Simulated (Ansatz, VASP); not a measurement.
## ZrGeSe: VASP beside Ansatz

Aim: how closely do two programs agree when they are given the same cell, functional and k mesh?

Method: plane waves, with VASP 6.6.1 beside it; single point at r2SCAN, in Ansatz 0.2.0.

The database entry behind the starting cell differs from later determinations by our own check (about 0.4 % short), so it need not match the best structure at ambient conditions.

## 1. Starting point

The structure is tetragonal, space group P4/nmm (No. 129). Conventional cell: a = 3.690 Å, b = 3.690 Å, c = 8.240 Å, α = 90.00°, β = 90.00°, γ = 90.00°. Zr has 5 Se at 2.77 to 2.88 Å and 4 Ge at 2.88 Å nearest. Nearest to Ge lie 4 Ge at 2.61 Å and 4 Zr at 2.88 Å. Se has 5 Zr at 2.77 to 2.88 Å nearest. Farther neighbours and most contacts between anions are not listed.

Coordinates:

```xyz
6
Lattice="3.6900 0.0000 0.0000 0.0000 3.6900 0.0000 0.0000 0.0000 8.2400" Properties=species:S:1:pos:R:3 pbc="T T T"
Zr    0.0000    1.8450    2.2083
Zr    1.8450    0.0000    6.0317
Ge    0.0000    0.0000    0.0000
Ge    1.8450    1.8450    0.0000
Se    0.0000    1.8450    5.0923
Se    1.8450    0.0000    3.1477
```

## 2. VASP: single point, r2SCAN

With cell and atoms fixed, the geometry can't cause a difference; cores, projectors, grids and the points listed under the comparison can.

Lines of VASP's logs that name or quote its potential files are left out, and so is its time.

INCAR reads:

```
SYSTEM = ZrGeSe
PREC = Accurate
ENCUT = 410
EDIFF = 1E-06
NELM = 100
ISMEAR = -1
SIGMA = 0.05
LREAL = .FALSE.
ALGO = Normal
METAGGA = R2SCAN
LASPH = .TRUE.
NBANDS = 39
LORBIT = 11
LWAVE = .FALSE.
LCHARG = .FALSE.
KPAR = 4
ISIF = 2
```

POSCAR reads:

```
ZrGeSe
1.0
    3.6900000000      0.0000000000      0.0000000000
    0.0000000000      3.6900000000      0.0000000000
    0.0000000000      0.0000000000      8.2400000000
Zr Ge Se
2 2 2
Direct
    0.0000000000      0.5000000000      0.2680000000
    0.5000000000      0.0000000000      0.7320000000
    0.0000000000      0.0000000000      0.0000000000
    0.5000000000      0.5000000000      0.0000000000
    0.0000000000      0.5000000000      0.6180000000
    0.5000000000      0.0000000000      0.3820000000
```

KPOINTS reads:

```
Automatic mesh
0
Gamma
6 6 3
0 0 0
```

PAW data sets: Zr_sv, Ge_d and Se (PBE family, release 64).

On the command line:

```
$ mpirun -np 4 vasp_std
```

Numbers of over 12 decimals in the logs are rounded to 6 here.

Output:

```text
[banner, memory and clock lines left out]
running    4 mpi-ranks, on    1 nodes
 distrk:  each k-point on    1 cores,    4 groups
 distr:  one band on    1 cores,    1 groups

 POSCAR found type information on POSCAR ZrGeSe
 POSCAR found :  3 types and       6 ions
|                                                                             |
|               ----> ADVICE to this user running VASP <----                  |
|                                                                             |
|     You enforced a specific xc type in the INCAR file but a different       |
|     [... a line on the potential file left out ...]
|     I HOPE YOU KNOW WHAT YOU ARE DOING!                                     |
|                                                                             |

 LDA part: xc-table for (None), standard interpolation
 POSCAR, INCAR and KPOINTS ok, starting setup
 FFT: planning ... GRIDC
 FFT: planning ... GRID_SOFT
 FFT: planning ... GRID
 WAVECAR not read
 entering main loop
       N       E                     dE             d eps       ncg     rms          rms(c)
DAV:   1     0.618925718137E+03    0.61893E+03   -0.27640E+04  2013   0.304E+03
DAV:   2    -0.264637446395E+01   -0.62157E+03   -0.59731E+03  1623   0.850E+02
DAV:   3    -0.116649888783E+03   -0.11400E+03   -0.10977E+03  2122   0.204E+02
DAV:   4    -0.126579385682E+03   -0.99295E+01   -0.98498E+01  2345   0.596E+01
DAV:   5    -0.127144511980E+03   -0.56513E+00   -0.56407E+00  2394   0.120E+01    0.215E+01
DAV:   6    -0.108686633265E+03    0.18458E+02   -0.11773E+01  2570   0.349E+01    0.667E+00
DAV:   7    -0.108853831766E+03   -0.16720E+00   -0.18680E+00  2008   0.768E+00    0.235E+00
DAV:   8    -0.108886204952E+03   -0.32373E-01   -0.14152E-01  2324   0.293E+00    0.904E-01
DAV:   9    -0.108889195327E+03   -0.29904E-02   -0.22149E-02  2256   0.940E-01    0.217E-01
DAV:  10    -0.108890379512E+03   -0.11842E-02   -0.27742E-03  2266   0.364E-01    0.125E-01
DAV:  11    -0.108890645753E+03   -0.26624E-03   -0.40421E-04  2297   0.126E-01    0.219E-02
DAV:  12    -0.108890650144E+03   -0.43908E-05   -0.45251E-05  2113   0.516E-02    0.837E-03
DAV:  13    -0.108890649973E+03    0.17056E-06   -0.37476E-06  1530   0.127E-02
   1 F= -.10889065E+03 E0= -.10888721E+03  d E =-.687796E-02
```

Parts of OUTCAR (step 2):

```text
ion  position               nearest neighbor table
   1  0.000  0.500  0.268-   6 2.77   6 2.77   6 2.77   6 2.77   4 2.88   4 2.88   3 2.88   3 2.88
                             5 2.88
   2  0.500  0.000  0.732-   5 2.77   5 2.77   5 2.77   5 2.77   4 2.88   3 2.88   3 2.88   4 2.88
                             6 2.88
   3  0.000  0.000  0.000-   4 2.61   4 2.61   4 2.61   4 2.61   2 2.88   2 2.88   1 2.88   1 2.88

  LATTYP: Found a simple tetragonal cell.
 ALAT       =     3.6900000000
 C/A-ratio  =     2.2330623306

 Subroutine GETGRP returns: Found 16 space group operations
 (whereof  8 operations were pure point group operations)

The static configuration has the point symmetry D_2d.
 The point group associated with its full space group is D_4h.

 Found     20 irreducible k-points:

   k-points           NKPTS =     20   k-points in BZ     NKDIM =     20   number of bands    NBANDS=     39

   dimension x,y,z NGX =    24 NGY =   24 NGZ =   54
   dimension x,y,z NGXF=    48 NGYF=   48 NGZF=  108

   ENCUT  =  410.0 eV  30.13 Ry    5.49 a.u.   6.09  6.09 13.60*2*pi/ulx,y,z

   NELECT =      64.0000    total number of electrons

 k-points in reciprocal lattice and weights: Automatic mesh
   0.00000000  0.00000000  0.00000000       0.009
   0.16666667  0.00000000  0.00000000       0.037
   0.33333333  0.00000000  0.00000000       0.037
   0.50000000  0.00000000  0.00000000       0.019
   0.16666667  0.16666667  0.00000000       0.037
   0.33333333  0.16666667  0.00000000       0.074
   0.50000000  0.16666667  0.00000000       0.037
   0.33333333  0.33333333  0.00000000       0.037
   0.50000000  0.33333333  0.00000000       0.037
[...]
0.50000000  0.33333333  0.33333333       0.074
   0.50000000  0.50000000  0.33333333       0.019

 average (electrostatic) potential at core
       1 -81.2019       2 -81.2019       3 -75.2807       4 -75.2807       5 -54.5970
       6 -54.5970

 E-fermi :   8.7940

 k-point     1 :       0.0000    0.0000    0.0000
  band No.  band energies     occupation
    ...
     29       6.5608      2.00000
     30       6.8560      2.00000
     31       6.8560      2.00000
     32       7.7754      2.00000
     33       8.6106      1.95027
     34       9.2779      0.00013
     35       9.9892      0.00000
     36      10.1321      0.00000
     37      10.1321      0.00000
     38      10.1562      0.00000
    ...

 k-point     2 :       0.1667    0.0000    0.0000
  band No.  band energies     occupation
    ...
     28       6.2163      2.00000
     29       6.2672      2.00000
     30       6.9840      2.00000
     31       7.3044      2.00000
     32       7.7723      2.00000
     33       9.3770      0.00002
     34       9.5648      0.00000
     35       9.6423      0.00000
     36      10.0298      0.00000
     37      10.3038      0.00000
    ...

 k-point     3 :       0.3333    0.0000    0.0000
  band No.  band energies     occupation
    ...
     28       5.3905      2.00000
     29       6.9812      2.00000
     30       7.1109      2.00000
     31       7.2796      2.00000
     32       8.4151      1.99898
     33       9.2735      0.00014
     34       9.7004      0.00000
     35      10.2441      0.00000
     36      10.6355      0.00000
     37      10.9141      0.00000
    ...

  Total        2.7010490      2.7010490      1.4251642      0.0000000      0.0000000      0.0000000
  in kB       38.5711958     38.5711958     20.3514589      0.0000000      0.0000000      0.0000000
  external PRESSURE =      32.4979502 kB  Pullay stress =       0.0000000 kB

  energy-cutoff  :      410.00
  volume of cell :      112.20
      direct lattice vectors                 reciprocal lattice vectors
     3.690000000  0.000000000  0.000000000     0.271002710  0.000000000  0.000000000
     0.000000000  3.690000000  0.000000000     0.000000000  0.271002710  0.000000000
     0.000000000  0.000000000  8.240000000     0.000000000  0.000000000  0.121359223

 POSITION                                       TOTAL-FORCE (eV/Angst)
 -----------------------------------------------------------------------------------
      0.00000      1.84500      2.20832         0.000000     -0.000000     -0.622330
      1.84500      0.00000      6.03168        -0.000000      0.000000      0.622330
      0.00000      0.00000      0.00000        -0.000000      0.000000     -0.000000
      1.84500      1.84500      0.00000         0.000000     -0.000000     -0.000000
      0.00000      1.84500      5.09232        -0.000000     -0.000000      0.201780
      1.84500      0.00000      3.14768        -0.000000      0.000000     -0.201780
 -----------------------------------------------------------------------------------
    total drift:                                0.000000     -0.000000     -0.000000

  FREE ENERGIE OF THE ION-ELECTRON SYSTEM (eV)
  ---------------------------------------------------
  free  energy   TOTEN  =      -108.8906499735 eV

  energy  without entropy=     -108.8837720160  energy(sigma->0) =     -108.88721099

 total charge
# of ion       s       p       d       tot
------------------------------------------
    1        2.138   5.985   1.575   9.697
    2        2.138   5.985   1.575   9.697
    3        1.113   1.313  10.041  12.467
    4        1.113   1.313  10.041  12.467
    5        1.443   2.514   0.045   4.002
    6        1.443   2.514   0.045   4.002
--------------------------------------------------
tot          9.386  19.624  23.322  52.332

[... 3 further parts left out ...]
```

At this level the cell is under a pressure of 3.2 GPa, so at these settings it is away from equilibrium.

## 3. Ansatz: single point, r2SCAN

Ansatz runs on its default PAW (the set named soft_2) files.

The same cell, functional, mesh and smearing now go to Ansatz, which takes its cutoff from its data sets.

input.yaml reads:

```yaml
crystal:
  lattice:
    - [3.69, 0.0, 0.0]
    - [0.0, 3.69, 0.0]
    - [0.0, 0.0, 8.24]
  atoms:
    - { symbol: Zr, position: [0.0, 0.5, 0.268] }
    - { symbol: Zr, position: [0.5, 0.0, 0.732] }
    - { symbol: Ge, position: [0.0, 0.0, 0.0] }
    - { symbol: Ge, position: [0.5, 0.5, 0.0] }
    - { symbol: Se, position: [0.0, 0.5, 0.618] }
    - { symbol: Se, position: [0.5, 0.0, 0.382] }
hamiltonian:
  xc: r2scan
  pseudopotentials: { kind: paw }
kpoints:
  mp_grid: { grid: [6, 6, 3] }
scf:
  occupations: { method: fermi_dirac, width: 0.05 }
  n_extra_bands: 5
output:
  forces: true
  stress: true
  eigenvalues: true
  write_density: true
  write_potential: true
  elf: true
  volumetric_format: npy
```

On the command line:

```
$ ansatz run input.yaml --threads 4 --pin off --max-ram 9216MiB --backend cpu --events-out ev --progress --plain --runs-dir out
```

Output:

```text
scf.n_extra_bands = 5 over 42 filled bands (N_el = 84.0): the run solves 47 bands
Engine: ansatz 0.2.0, aarch64-unknown-linux-gnu
Pseudopotentials: kind: paw
Pseudopotential: Zr, paw, valence charge 12, recommended cutoff 500 eV (meta_gga), Zr.paw.azcp
Pseudopotential: Ge, paw, valence charge 14, recommended cutoff 500 eV (meta_gga), Ge.paw.azcp
Pseudopotential: Se, paw, valence charge 16, recommended cutoff 500 eV (meta_gga), Se.paw.azcp
Functional definition: r2SCAN
  parameter k0 = 0.174
  parameter k1 = 0.065
  parameter a1 = 4.9479
  exchange = r2scan_x(k0 = k0, k1 = k1, a1 = a1)
  correlation = r2scan_c
Crystal: 6 atoms, lattice volume = 112.197 Å³
Basis set: ecut = 500 eV, 2887 PW (Γ), exchange–correlation on 108×108×256 points (64 copies of the dense FFT grid, shifted against one another)
Bands: 47, of which v1, the nominal top of the filled ones, is band 42 counted from 1 (41 counted from 0)
Symmetry: 16 space group operations
Space group: P4/nmm (ITA 129), of the structure as read, at distance tolerance 4.8e-5 Å
k-points: 20 of 108
Non-local potential: Zr, projectors of the file, l = 0: 3, l = 1: 2, l = 2: 2, l = 3: 2
Non-local potential: Ge, projectors of the file, l = 0: 2, l = 1: 2, l = 2: 3, l = 3: 1
Non-local potential: Se, projectors of the file, l = 0: 2, l = 1: 2, l = 2: 3, l = 3: 1
PAW form: soft (Blöchl's): semilocal exchange-correlation on the pseudo side does not see the compensation charge
PAW frozen core: Zr, regenerated for the run's functional (the file was generated under x = pbe(κ = 0.804, μ = 0.219515), c = pbe(β = 0.066725))
PAW frozen core: Ge, regenerated for the run's functional (the file was generated under x = pbe(κ = 0.804, μ = 0.219515), c = pbe(β = 0.066725))
PAW frozen core: Se, regenerated for the run's functional (the file was generated under x = pbe(κ = 0.804, μ = 0.219515), c = pbe(β = 0.066725))
PAW one-centre angular grid: Zr, 590 points (default); XC on 160 Gauss nodes
PAW one-centre angular grid: Ge, 590 points (default); XC on 160 Gauss nodes
PAW one-centre angular grid: Se, 590 points (default); XC on 160 Gauss nodes
Initial density: superposition of atomic densities (neutral atoms: chi_scale 0, normalization atom), corrected by the library's trained network
Initial wavefunctions: pseudopotential atomic-orbital guess
Functional: x = r2scan, c = r2scan; τ floored in thin density (d = 2e-4 eV/Å³)
SCF iter   1: F=—  HF=-27959.015037 eV  |F-HF|=—  |Δ(HF+E_count)|=         —  Δρ=9.52e-3  dr2=1.60e-1  dr2_τ=3.37e-2  ethr=1.77e-3  ⟨swp⟩=6.0  Hψ=3455  notcnv=0
preconditioner: auto → Resta (q_TF=auto, 2.600 Å⁻¹)  ε∞=6.5  [insulator: Δε(μ)=0.187 eV  Ē_g=7.925 eV  σ=0.050 eV  W_gap=0.72  n_scr=38 (ndim 8)  ℏωp=18.6 eV  f_vac=0.000  D(μ)=0.64/eV (n_scr^D=2)  ε∞_Penn≈6.5]
SCF iter   2: F=—  HF=-27959.140314 eV  |F-HF|=—  |Δ(HF+E_count)|=   1.25e-1  Δρ=4.36e-3  dr2=2.14e-2  dr2_τ=2.55e-3  ethr=1.91e-4  ⟨swp⟩=2.8  Hψ=1761  notcnv=0  defer=6
SCF iter   3: F=—  HF=-27959.141910 eV  |F-HF|=—  |Δ(HF+E_count)|=   1.60e-3  Δρ=1.85e-3  dr2=2.12e-3  dr2_τ=1.95e-4  ethr=2.55e-5  ⟨swp⟩=2.0  Hψ=1860  notcnv=0  defer=6
SCF iter   4: F=—  HF=-27959.142985 eV  |F-HF|=—  |Δ(HF+E_count)|=   1.07e-3  Δρ=6.29e-4  dr2=2.49e-4  dr2_τ=1.56e-5  ethr=2.52e-6  ⟨swp⟩=2.0  Hψ=1415  notcnv=0  defer=6
SCF iter   5: F=—  HF=-27959.143205 eV  |F-HF|=—  |Δ(HF+E_count)|=   2.20e-4  Δρ=1.32e-4  dr2=2.02e-5  dr2_τ=6.31e-7  ethr=2.97e-7  ⟨swp⟩=2.0  Hψ=1571  notcnv=0  defer=6
SCF iter   6: F=—  HF=-27959.143215 eV  |F-HF|=—  |Δ(HF+E_count)|=   1.02e-5  Δρ=4.79e-5  dr2=2.65e-6  dr2_τ=8.44e-8  ethr=2.41e-8  ⟨swp⟩=2.0  Hψ=1738  notcnv=0  defer=6
SCF iter   7: F=—  HF=-27959.143216 eV  |F-HF|=—  |Δ(HF+E_count)|=   7.30e-7  Δρ=2.06e-5  dr2=4.14e-7  dr2_τ=2.06e-8  ethr=3.15e-9  ⟨swp⟩=2.0  Hψ=1735  notcnv=0  defer=6
SCF iter   8: F=-27959.143216 eV  HF=-27959.143216 eV  |F-HF|=8.90e-9  |Δ(HF+E_count)|=   2.78e-7  Δρ=4.30e-6  dr2=2.94e-8  dr2_τ=1.04e-9  ethr=1.19e-10  ⟨swp⟩=10.3  Hψ=6906  notcnv=0
SCF 1 converged in 8 iterations: F = -27959.143216 eV  dr2 = 2.94e-8
  greatest PAW one-centre occupation: 1.000 electrons in one spin orbital (limit 2), on the Se atom at site 5 (counted from 0), in its partial waves of l = 2
SCF converged after 8 iterations
Free energy (F): -27959.143216 eV
Harris-Foulkes:  -27959.143216 eV  (|F-HF|=8.90e-9)
Internal energy: -27959.136314 eV  (E = F + TS)
E sigma→0 (E₀):  -27959.139765 eV
Entropy (-TS):   -0.006902 eV (-1.150 meV/atom)
Fermi energy:    14.350191 eV
--- Per-component energies (eV) ---
  E_band       = -1004.284257
  E_kinetic    = 1133.681508
  E_local      = -9560.295377  (includes V_loc(G=0)·N_el)
  E_nonlocal   = -194.240685
  E_hartree    = 4374.314159
  E_xc         = -653.066296
  E_vxc        = -777.912931  (∫ρ·V_xc dr)
  E_paw        = -13858.624930  (= ΣΔE_a)
  E_vpaw       = -396.506236  (= ΣTr[D̂ρ^β])
  E_aug_tail   = -0.000363  (compensation charges beyond the density's cutoff)
  E_vtau       = 42.366199  (kinetic-family band-sum trace: ∫τ·v_τ [+ j·A + Jᵃ·Aᵃ] dr)
  E_ewald      = -9194.873775
  E_core_change = -6.030555  (= ΣΔE_core)
  E_smearing   = -0.006902  (= −TS)
  E_closure    = 0.000000  (closes the sum)
  Σ components = -27959.143216   (vs F -27959.143216, Δ=0.00e0)
--- Forces (eV/Å), atoms counted from 1 ---
  atom   1  Zr    -0.00000000     0.00000000    -0.62071595
  atom   2  Zr     0.00000000     0.00000000     0.62071595
  atom   3  Ge    -0.00000000     0.00000000    -0.00000000
  atom   4  Ge     0.00000000     0.00000000    -0.00000000
  atom   5  Se     0.00000000     0.00000000     0.20433075
  atom   6  Se    -0.00000000     0.00000000    -0.20433075
  max |Σ_I F_I| component: 1.39e-16 eV/Å
--- Stress (GPa, compression-positive) ---
        4.027316      -0.000000       0.000000
       -0.000000       4.027316      -0.000000
        0.000000      -0.000000       2.257958
  P = ⅓ Tr σ = 3.4375 GPa (34.375 kbar)
--- Band table (eV; the first three rows and the last of 20) ---
  k-point 0: bands = [... 38 lower, 12.1184, 12.4145, 12.4145, 13.3326, 14.1707, 14.8337, 15.5443, 15.6856, ... 1 higher]
  k-point 1: bands = [... 38 lower, 11.9393, 12.1576, 12.4559, 12.4559, 14.4977, 15.2055, 15.5650, 15.6893, ... 1 higher]
  k-point 2: bands = [... 38 lower, 11.8251, 12.5406, 12.8616, 13.3289, 14.9343, 15.1189, 15.1968, 15.5879, ... 1 higher]
  k-point 19: bands = [... 38 lower, 10.5165, 10.5165, 11.9372, 11.9372, 16.2613, 16.2613, 17.2022, 17.2022, ... 1 higher]
```

Run time: 12 s. Hardware: 4 threads of Arm Neoverse N1, shared host; peak memory 0.73 GiB; 45 s of CPU time.

The run ends at a pressure of 3.44 GPa, with forces up to 0.62 eV/Å.

## 4. Side by side

Known differences besides the potentials themselves: VASP keeps PBE cores, Ansatz makes them for the functional; the data sets hold 84 valence electrons in Ansatz (default PAW (the set named soft_2) files) and 64 in VASP; the cutoff is 500 eV in Ansatz and 410 eV in VASP. Total energies have different zeros and are not compared.

Compared:

| quantity | Ansatz | VASP | difference |
| --- | --- | --- | --- |
| pressure (GPa) | 3.44 | 3.25 | +0.19 |
| pressure without Ansatz's Pulay correction (GPa) | 3.38 | 3.25 | +0.13 |

Forces (eV/Å; atoms numbered as in POSCAR):

| atom | Ansatz x, y, z | VASP x, y, z |
| --- | --- | --- |
| Zr1 | 0.000, 0.000, -0.621 | 0.000, 0.000, -0.622 |
| Zr2 | 0.000, 0.000, 0.621 | 0.000, 0.000, 0.622 |
| Ge3 | 0.000, 0.000, 0.000 | 0.000, 0.000, 0.000 |
| Ge4 | 0.000, 0.000, 0.000 | 0.000, 0.000, 0.000 |
| Se5 | 0.000, 0.000, 0.204 | 0.000, 0.000, 0.202 |
| Se6 | 0.000, 0.000, -0.204 | 0.000, 0.000, -0.202 |

The forces differ by 1.0 meV/Å r.m.s., which is 0.5 % of the r.m.s. force of 0.22 eV/Å (both taken over all components). Ansatz's pressure holds a Pulay correction of 0.06 GPa; VASP's holds none.

## 5. Other set-ups

Further runs change the set-up of one program: Ansatz's method, potentials or start, or VASP's data sets, cutoff or form of LDA. The table gives Ansatz less VASP for each quantity, since a change that brings one quantity closer may part another.

| run | r.m.s. force difference (meV/Å) | pressure (GPa) |
| --- | --- | --- |
| as above | 1.0 | 0.19 |
| Ansatz's all-electron LAPW method | 1.2 | 0.18 |

## 6. Summary of results

```json
{"r.m.s. force difference (single point, r2SCAN)": "0.46 % of the r.m.s. force"}
```

What this shows: The r.m.s. force difference is 0.46 % of the r.m.s. force (single point, r2SCAN), within the 3 % picked in this series as the mark of a large difference. For single point, r2SCAN, no further run moves any of the tabulated differences by more than a quarter of its size. How closely two codes agree says nothing of how well the functional describes the real material.

[Lines on the potential files, build, host, timing and source positions are cut from VASP's logs without a mark.]

[Logs are printed without paths, hosts, clocks, repeated set-up lines and the standing remarks that a program may print on its own settings, such as how far it seeks lower states.]

[Hosts, paths, dates, database ids (printed as entryN), source tags and the programs' standing remarks are cut or masked in the printed files.]
